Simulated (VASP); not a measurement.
Here is the system:

```yaml
crystal:
  lattice:
    - [1.87986, -3.25601, 0.00000]
    - [1.87986, 3.25601, 0.00000]
    - [0.00000, 0.00000, 6.06087]
  atoms:
    - { symbol: Pt, position: [0.00000, 0.00000, 0.00000] }
    - { symbol: Se, position: [0.33333, 0.66667, 0.21486] }
    - { symbol: Se, position: [0.66667, 0.33333, 0.78514] }
```

Computed with PBE GGA, VASP's PBE PAW potentials (set 64) (plane waves; VASP 6.6.1). Run with 400 eV cut-off, 8×8×4 Γ-centred mesh, tetrahedra with Blöchl corrections, potentials Pt Se.

Without a dispersion term in the relaxation, distances and binding between the weakly bound layers, chains or molecules are unreliable, and so is what depends on them.

### Question
What does the run give for the energy per atom (σ→0)?

### Answer

```yaml
energy per atom (σ→0): -4.766 eV/atom
```

Only differences to runs with the same potentials and settings are physical.

The compound is PtSe2 in the 1T layered structure. It was relaxed first, which changed the volume by +21 %.
